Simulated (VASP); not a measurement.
Input:

```
CELL_PARAMETERS angstrom
      0.00000     2.30501     2.30501
      2.30501     0.00000     2.30501
      9.22585     9.22585    -0.00580
ATOMIC_POSITIONS crystal
  Zr 0.00521 0.00521 0.99609
  Zr 0.00000 0.00000 0.25000
  Zr 0.99479 0.99479 0.50391
  C  0.50354 0.50354 0.12235
  C  0.49646 0.49646 0.37765
  C  0.48899 0.48899 0.63326
  C  0.51101 0.51101 0.86674
  Nb 0.00000 0.00000 0.75000
```

Calculation: PBEsol GGA, VASP's PBE PAW potentials (set 64) (plane waves; VASP 6.6.1). Run with 520 eV cut-off, 13×13×4 Γ-centred mesh, tetrahedra with Blöchl corrections, potentials Zr_sv C Nb_sv.

The cores are frozen, which limits the accuracy of field gradients.

Q: Give the principal components of the electric field gradient (V/Å²) and the asymmetry η at each nucleus.

A: 
```
atom   Vxx   Vyy    Vzz     η
----  ----  ----  -----  ----
Zr1   -4.2  -4.2    8.3  0.00
Zr2   -1.6  -1.6    3.1  0.00
Zr3   -4.2  -4.2    8.3  0.00
C4    -0.5  -0.5    0.9  0.00
C5    -0.5  -0.5    0.9  0.00
C6     1.1   1.1   -2.1  0.00
C7     1.1   1.1   -2.1  0.00
Nb8   16.4  16.4  -32.7  0.00
```

The structure was generated: NbZr3C4 was put into an ordered model structure (R-3m), which need not be its known phase. It was relaxed first.
